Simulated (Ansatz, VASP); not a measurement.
**MgSc2C2: VASP beside Ansatz**

The input INCAR:

```
SYSTEM = MgSc2C2
  PREC = Accurate
  ENCUT = 600
  EDIFF = 1E-7
  ISMEAR = 0
  SIGMA = 0.1
  LREAL = .False.
  LASPH = .True.
  NELM = 60
  ALGO = Normal
  ISIF = 3
  LWAVE = .False.
  LCHARG = .False.
  GGA = PE
  IBRION = 2
  NSW = 90
  EDIFFG = -0.04
```

KPOINTS

```
regular mesh
0
Gamma
  6 6 4
  0 0 0
```

POSCAR

```
MgSc2C2
1.0
    3.8264755900      0.0000000000      0.0000000000
   -1.9132378000      3.3138250700      0.0000000000
    0.0000000000      0.0000000000      6.4779070900
Mg Sc C
1 2 2
Direct
    0.0000000000      0.0000000000      0.0000000000
    0.3333333300      0.6666666700      0.6318000000
    0.6666666700      0.3333333300      0.3682000000
    0.3333333300      0.6666666700      0.2606000000
    0.6666666700      0.3333333300      0.7394000000
```

Input for Ansatz:

```yaml
crystal:
  lattice:
    - [3.82647559, 0.0, 0.0]
    - [-1.9132378, 3.31382507, 0.0]
    - [0.0, 0.0, 6.47790709]
  atoms:
    - { symbol: Mg, position: [0.0, 0.0, 0.0] }
    - { symbol: Sc, position: [0.33333333, 0.66666667, 0.6318] }
    - { symbol: Sc, position: [0.66666667, 0.33333333, 0.3682] }
    - { symbol: C, position: [0.33333333, 0.66666667, 0.2606] }
    - { symbol: C, position: [0.66666667, 0.33333333, 0.7394] }
basis:
  ecutwfc: 420
kpoints:
  mp_grid: { grid: [6, 6, 4] }
hamiltonian:
  xc: pbe
scf:
  occupations: { method: gaussian, width: 0.1 }
  lower_state_search: "off"
output:
  forces: true
  stress: true
  eigenvalues: true
relax:
  adjacent_minimum: "off"
  f_tol: 0.04
  max_steps: 70
  cell: { stress_tol: 0.4 }
```

Change from the starting cell: species swapped into the CaZn2P2 type (P-3m1, No. 164).

Alike in both runs: task relaxation of cell and atoms; functional PBE; k mesh 6 × 6 × 4; occupations gaussian, width 0.1 eV; no spin polarisation.

```csv
,VASP,Ansatz
version,VASP 6.6.1,Ansatz 0.2.0
potentials or method,"VASP PAW PBE potentials, release 64 (Mg, Sc_sv, C)","scalar-relativistic, plane waves, PAW"
plane-wave cutoff (eV),600,420
valence electrons in the cell,32,40
```

|  | VASP | Ansatz | Ansatz less VASP |
| --- | --- | --- | --- |
| gap on the k mesh at the Fermi level, each at its own relaxed structure (eV) | none | none | - |
| relaxed volume (Å³/atom) | 13.54 | 13.48 | -0.069 |
| relaxed cell length with the largest relative difference (Å) | 4.970 | 4.948 | -0.0222 |
| energy change over the relaxation (meV/atom) | -255 | -253 | +2.2 |

A gap of «none» marks a metal or a gap that the smearing closes. The two sets of potentials don't hold the same shells in valence.

Caveats: the volume moved by over 15 % at a fixed basis, so the end points are rough (VASP).
